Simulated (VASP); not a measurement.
Consider the following.

```
BP
1.0
    0.00000     2.15946     2.15946
    2.15946     0.00000     2.15946
    2.15946     2.15946     0.00000
B P
1 1
Direct
  0.00000   0.00000   0.00000
  0.25000   0.25000   0.25000
```

The numbers are results of PBEsol GGA, VASP's PBE PAW potentials (set 64) (plane waves; VASP), not measurements. Run with 600 eV cut-off, 10×10×10 Γ-centred mesh, Gaussian smearing of 0.050 eV, potentials B P.

Estimate the energy per atom (σ→0), pressure, band gap (on the k-mesh) with the smallest direct gap where there is one.

band gap (on the k-mesh): 0.92 eV
smallest direct gap (on the k-mesh): 3.63 eV
energy per atom (σ→0): -6.713 eV/atom
pressure: 29.98 GPa

Total energies compare only between runs with the same potentials, cut-off and functional.

The compound is BP in the zinc blende structure. It was relaxed first under an external pressure of 30 GPa.
